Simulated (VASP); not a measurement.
# Na2ZrS2 and the effect of the Hubbard U on Zr d

The cell as given:

```cif
data_structure
_symmetry_space_group_name_H-M 'I4/mmm'
_symmetry_Int_Tables_number 139
_cell_length_a 4.9524
_cell_length_b 4.9524
_cell_length_c 8.0807
_cell_angle_alpha 90.000
_cell_angle_beta 90.000
_cell_angle_gamma 90.000
_cell_volume 198.19
loop_
_atom_site_label
_atom_site_type_symbol
_atom_site_symmetry_multiplicity
_atom_site_Wyckoff_symbol
_atom_site_fract_x
_atom_site_fract_y
_atom_site_fract_z
_atom_site_occupancy
Na1 Na 4 e 0.00000 0.00000 0.35677 1
Zr1 Zr 2 a 0.00000 0.00000 0.00000 1
S1 S 4 d 0.00000 0.50000 0.25000 1
```

The cell comes from a database or a generator and needn't be the stable form of this composition.

Kept alike: task relaxation of cell and atoms; functional PBE; k mesh 6 × 6 × 6; occupations fermi-dirac, width 0.05 eV; no spin polarisation. Program: VASP, PBE PAW files Na_pv, S, Zr_sv, 600 eV. The mesh is that of the run's cell of 5 atoms. No spin-orbit coupling.

| Hubbard U on Zr d, U (eV) | volume (Å³/atom) |
| --- | --- |
| 2 | 19.587 |
| 3 | 19.690 |
| 4 | 19.888 |
| 5 | 19.987 |
| 6 | 20.057 |
| 8 | 20.219 |

U acts here on a shell without spin polarisation. The relaxations keep at least the cell's symmetry (I4/mmm). For a metal such a mesh leaves the last digits unconverged. Relaxations stop with a little pressure left, so the last digits of a volume or edge aren't settled. How U acts hangs on the program's projectors. U enters in Dudarev's form.

The volume rises from 19.587 to 20.219 Å³/atom between 2 and 8 eV.
